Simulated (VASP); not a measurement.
Here is the system:

```
BaZrO3
1.0
    3.98272     0.00000     0.00000
    0.00000     3.98272     0.00000
    0.00000     0.00000     3.98272
Ba Zr O
1 1 3
Direct
  0.00000   0.00000   0.00000
  0.50000   0.50000   0.50000
  0.50000   0.00000   0.50000
  0.00000   0.50000   0.50000
  0.50000   0.50000   0.00000
```

Computed with LDA (Ceperley-Alder, Perdew-Zunger), VASP's LDA PAW potentials (set 64) (plane waves; VASP). Settings: 620 eV cut-off, 6×6×6 Γ-centred mesh, Gaussian smearing of 0.050 eV, potentials Ba_sv Zr_sv O.

Energy and stress use the plane-wave basis of the starting cell.

Task: The ions, cell shape and volume at an external pressure of 45.0 GPa are relaxed. What does this cell relax into?

Result: 
```
BaZrO3
1.0
    3.92243     0.00000     0.00000
    0.00000     3.92243     0.00000
    0.00000     0.00000     3.92243
Ba Zr O
1 1 3
Direct
  0.00000   0.00000   0.00000
  0.50000   0.50000   0.50000
  0.50000   0.00000   0.50000
  0.00000   0.50000   0.50000
  0.50000   0.50000   0.00000
```
Space group Pm-3m (221), at a tolerance of 0.03 Å.

Task: How do energy and volume change from the first to the last step?

Result: The energy (σ→0) changes by +131.1 meV/atom and the volume by -4.5 %, in 4 ionic steps.

The compound is BaZrO3 in the cubic perovskite structure. This run relaxes it under an external pressure of 45 GPa. Symmetry was kept, so distortions that lower it aren't found.
